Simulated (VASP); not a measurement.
Output of a VASP run:

**OSZICAR**
```
       N       E                     dE             d eps       ncg     rms          rms(c)
DAV:   1     0.325513410596E+03    0.32551E+03   -0.13076E+04 19508   0.587E+02
DAV:   2    -0.618071695580E+01   -0.33169E+03   -0.28947E+03 16626   0.186E+02
DAV:   3    -0.583785973626E+02   -0.52198E+02   -0.43423E+02 17336   0.630E+01
DAV:   4    -0.604463975663E+02   -0.20678E+01   -0.20371E+01 20936   0.143E+01
DAV:   5    -0.604987176011E+02   -0.52320E-01   -0.52236E-01 19754   0.218E+00    0.152E+01
DAV:   6    -0.571400830728E+02    0.33586E+01   -0.23150E+01 25618   0.567E+01    0.140E+01
DAV:   7    -0.508248800566E+02    0.63152E+01   -0.49440E+00 22158   0.351E+01    0.629E+00
DAV:   8    -0.502759933883E+02    0.54889E+00   -0.28943E+00 22570   0.214E+01    0.473E+00
DAV:   9    -0.498121769320E+02    0.46382E+00   -0.78858E-01 23472   0.104E+01    0.318E-01
DAV:  10    -0.502089481574E+02   -0.39677E+00   -0.13357E-01 16956   0.132E+00    0.430E-01
DAV:  11    -0.501932740811E+02    0.15674E-01   -0.15528E-02 17336   0.438E-01    0.485E-01
DAV:  12    -0.501931808522E+02    0.93229E-04   -0.43903E-04 21108   0.728E-02    0.503E-01
DAV:  13    -0.502146719663E+02   -0.21491E-01   -0.41937E-03 18302   0.271E-01    0.418E-01
DAV:  14    -0.502116995539E+02    0.29724E-02   -0.33310E-03 20358   0.555E-01    0.324E-01
DAV:  15    -0.502131406808E+02   -0.14411E-02   -0.13188E-03 18424   0.975E-02    0.354E-01
DAV:  16    -0.502116545107E+02    0.14862E-02   -0.10292E-04 23030   0.862E-02    0.394E-01
DAV:  17    -0.502146737417E+02   -0.30192E-02   -0.82407E-04 18938   0.132E-01    0.106E-01
DAV:  18    -0.502148638658E+02   -0.19012E-03   -0.53601E-05 21604   0.559E-02    0.149E-01
DAV:  19    -0.502150031952E+02   -0.13933E-03   -0.12410E-04 22588   0.126E-01    0.421E-02
DAV:  20    -0.502150144896E+02   -0.11294E-04   -0.32602E-05 21300   0.223E-02    0.336E-02
DAV:  21    -0.502150290607E+02   -0.14571E-04   -0.10804E-05 17600   0.190E-02    0.110E-02
DAV:  22    -0.502150242710E+02    0.47897E-05   -0.41574E-06 19696   0.905E-03    0.250E-02
DAV:  23    -0.502150290722E+02   -0.48011E-05   -0.12236E-06 22632   0.725E-03    0.148E-02
DAV:  24    -0.502150298339E+02   -0.76171E-06   -0.30315E-07 23466   0.395E-03    0.920E-03
DAV:  25    -0.502150319208E+02   -0.20870E-05   -0.16981E-07 17126   0.211E-03    0.230E-03
DAV:  26    -0.502150316126E+02    0.30826E-06   -0.22815E-08 12444   0.709E-04    0.471E-04
DAV:  27    -0.502150318237E+02   -0.21115E-06   -0.10507E-08  9954   0.622E-04    0.776E-04
DAV:  28    -0.502150313383E+02    0.48544E-06   -0.48189E-09  9240   0.506E-04    0.333E-04
DAV:  29    -0.502150314825E+02   -0.14422E-06   -0.15733E-09  9162   0.426E-04    0.927E-05
DAV:  30    -0.502150313180E+02    0.16452E-06   -0.13561E-09  9102   0.150E-04    0.835E-05
DAV:  31    -0.502150313178E+02    0.20464E-09   -0.32736E-10  9078   0.119E-04
   1 F= -.50215031E+02 E0= -.50215031E+02  d E =-.110423E-56
 imaginary and real dielectric function
```

**OUTCAR**
```
------------------------ aborting loop because EDIFF is reached ----------------------------------------
  FORCE on cell =-STRESS in cart. coord.  units (eV):
  Direction    XX          YY          ZZ          XY          YZ          ZX
  --------------------------------------------------------------------------------------
  Total        0.0390258      0.0390258     -0.0724738      0.0000000      0.0000000     -0.0000000
  in kB        0.7322471      0.7322471     -1.3598377      0.0000000      0.0000000     -0.0000000
  external PRESSURE =       0.0348855 kB  Pullay stress =       0.0000000 kB
  volume of cell :       85.39
      direct lattice vectors                 reciprocal lattice vectors
     3.890732347  0.000000000  0.000000000     0.257021021  0.148391159  0.000000000
    -1.945366174  3.369472965  0.000000000     0.000000000  0.296782319  0.000000000
     0.000000000  0.000000000  6.513453976     0.000000000  0.000000000  0.153528374
 POSITION                                       TOTAL-FORCE (eV/Angst)
 -----------------------------------------------------------------------------------
     -0.00000      2.24632      2.43841        -0.000000      0.000000     -0.007498
      1.94537      1.12316      4.07504         0.000000     -0.000000      0.007498
      0.00000      0.00000      0.00000        -0.000000      0.000000      0.000000
     -0.00000      2.24632      4.82560         0.000000     -0.000000     -0.000023
      1.94537      1.12316      1.68786        -0.000000      0.000000      0.000023
 -----------------------------------------------------------------------------------
    total drift:                                0.000000      0.000000      0.000000
  FREE ENERGIE OF THE ION-ELECTRON SYSTEM (eV)
  ---------------------------------------------------
  free  energy   TOTEN  =       -50.2150313178 eV

  energy  without entropy=      -50.2150313178  energy(sigma->0) =      -50.21503132

 plasma frequency squared (from intraband transitions) (eV^2)
  --------------------------------------------------------------------------------------
       0.000       0.000       0.000
       0.000       0.000       0.000
       0.000       0.000       0.000

 plasma frequency squared (from interband transitions, int dw w eps(2)(w)) (eV^2)
  --------------------------------------------------------------------------------------
     428.742       0.000       0.000       0.000      -0.000      -0.000
       0.000      -0.000     428.742       0.000       0.000      -0.000
      -0.000       0.000       0.000       0.000     429.750       0.000
```
(Selected blocks of OUTCAR.)

### POSCAR
```
Ca(CuS)2
1
    3.8907323473     0.0000000000     0.0000000000
   -1.9453661736     3.3694729647     0.0000000000
    0.0000000000     0.0000000000     6.5134539756
Cu Ca S
2 1 2
Direct
  0.3333330000   0.6666670000   0.3743657031
  0.6666670000   0.3333330000   0.6256342969
  0.0000000000   0.0000000000   0.0000000000
  0.3333330000   0.6666670000   0.7408662052
  0.6666670000   0.3333330000   0.2591337948
```

Problem. Write an INCAR and KPOINTS that could have produced this output.

Solution. This is not unique; one that fits is the input of the run itself, r2SCAN meta-GGA, plane waves, VASP's PBE PAW potentials (set 64).

File KPOINTS:
```
Automatic mesh
0
gamma
  12 12 6
```

### INCAR
```
ALGO=Normal
CSHIFT=0.1
EDIFF=1E-7
ENCUT=400
ISMEAR=0
LASPH=.TRUE.
LCHARG=.FALSE.
LMAXMIX=4
LMIXTAU=.TRUE.
LOPTICS=.TRUE.
LPEAD=.TRUE.
LREAL=.FALSE.
LWAVE=.FALSE.
METAGGA=R2SCAN
NBANDS=78
NEDOS=1001
NELM=100
PREC=Accurate
SIGMA=0.01
SYSTEM=Ca(CuS)2
```

POTCAR, in this order: Cu Ca_sv S (PBE.64 set). Program: vasp_std.

The dielectric response may not be converged in the k-mesh; for small gaps it tends to come out too large.

The structure comes from a measured CaCu2S2 entry (P-3m1) of the Crystallography Open Database, whose conditions weren't checked. It was relaxed first.
